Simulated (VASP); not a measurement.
Input:

```
CoSn
1.0
    5.24604     0.00000     0.00000
   -2.62302     4.54320     0.00000
    0.00000     0.00000     4.18759
Co Sn
3 3
Cartesian
 -1.31151   2.27160   0.00000
  2.62302   0.00000   0.00000
  1.31151   2.27160   0.00000
  2.62302   1.51440   2.09380
  0.00000   3.02880   2.09380
  0.00000   0.00000   0.00000
```

Level of theory: PBE GGA, VASP's PBE PAW potentials (set 64) (plane waves; VASP 6.6.1). Settings: 300 eV cut-off, 6×6×7 Γ-centred mesh, Gaussian smearing of 0.10 eV, potentials Co Sn_d.

At this cut-off the stress carries a Pulay error, which pulls relaxed volumes low. Energy and stress use the plane-wave basis of the starting cell.

Problem. The ions, cell shape and volume are relaxed. Which structure does the run end with?

Solution. 
```
CoSn
1.0
    5.29163     0.00000     0.00000
   -2.64581     4.58268     0.00000
    0.00000     0.00000     4.22438
Co Sn
3 3
Cartesian
 -1.32291   2.29134   0.00000
  0.00000   4.58268   0.00000
  1.32291   2.29134   4.22438
  2.64582   1.52756   2.11219
  0.00000   3.05512   2.11219
  0.00000   0.00000   4.22438
```
Space group P6/mmm (191), at a tolerance of 0.03 Å.

Problem. How do energy and volume change from the first to the last step?

Solution. The energy (σ→0) changes by -4.7 meV/atom and the volume by +2.6 %, in 3 ionic steps.

```tsv
step	E(σ→0) (eV)	max force (eV/Å)	pressure (GPa)	volume (Å³)
1	-33.2303	0.000	3.58	99.81
2	-33.2283	0.000	-3.28	105.28
3	-33.2586	0.000	0.00	102.44
```

The structure comes from a computed database's CoSn entry; how it stands against other phases isn't given here. This run relaxes it. Symmetry was kept, so distortions that lower it aren't found. The run is one of a series of settings (EDIFFG = -0.01, IBRION = 2, ISIF = 3, NSW = 50 against the base run), some of them coarse on purpose. The run is not spin-polarised, so no magnetic state was tried. The electron count is odd and the run is not spin-polarised, which forces a metal.
